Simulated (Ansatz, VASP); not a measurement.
One calculation of SrMg, two programs

INCAR

```
PREC     = Accurate       # precision mode
ENCUT    = 520            # plane-wave cutoff, eV
EDIFF    = 1E-8           # SCF threshold, eV
ISMEAR   = -1             # smearing method
SIGMA    = 0.05           # smearing width, eV
LREAL    = F              # projectors in reciprocal space
LASPH    = T              # aspherical terms in the spheres
NELM     = 100            # most SCF steps
ALGO     = Normal         # electronic algorithm
ISIF     = 2              # what is computed and relaxed
LWAVE    = F              # write WAVECAR
LCHARG   = F              # write CHGCAR
LEFG     = T            
NBANDS   = 13             # bands
```

KPOINTS

```
regular mesh
0
Gamma
  9 9 9
```

File POSCAR:

```
SrMg
1.0
    3.9258285673      0.0000000000      0.0000000000
    0.0000000000      3.9258285673      0.0000000000
    0.0000000000      0.0000000000      3.9258285673
Sr Mg
1 1
Direct
    0.5000000000      0.5000000000      0.5000000000
    0.0000000000      0.0000000000      0.0000000000
```

Input for Ansatz:

```yaml
crystal:
  lattice:
    - [3.9258285673, 0.0, 0.0]
    - [0.0, 3.9258285673, 0.0]
    - [0.0, 0.0, 3.9258285673]
  atoms:
    - { symbol: Sr, position: [0.5, 0.5, 0.5] }
    - { symbol: Mg, position: [0.0, 0.0, 0.0] }
kpoints:
  mp_grid: { grid: [9, 9, 9] }
scf:
  occupations: { method: fermi_dirac, width: 0.05 }
hamiltonian:
  xc: lda
  pseudopotentials: { kind: all_electron, datasets: crystal }
output:
  forces: true
  stress: true
  eigenvalues: true
  efg: { contact_densities: true }
```

Change from the starting cell: volume scaled by 1.02, crystal datasets.

Alike in both runs: task electric field gradients; functional LDA; k mesh 9 × 9 × 9; occupations fermi-dirac, width 0.05 eV; no spin polarisation.

|  | VASP | Ansatz |
| --- | --- | --- |
| version | VASP 6.6.1 | Ansatz 0.2.0 |
| potentials or method | VASP PAW LDA potentials, release 64 (Sr_sv, Mg) | all-electron PAW with datasets made for the crystal, scalar-relativistic |
| plane-wave cutoff (eV) | 520 | see its input |

VASP gave:

* pressure (GPa): 2.6
* Vzz of the field gradient on the site that differs most (V/Å²): 0.0

**Question.** Which values does Ansatz return?

**Answer.** Pressure (GPa): 2.8; Vzz of the field gradient on the site that differs most (V/Å²): 0.0.

Ansatz ran all-electron here, so the differences hold the error of VASP's frozen core and of both bases. Ansatz warned: «gradients_without_spin_orbit».
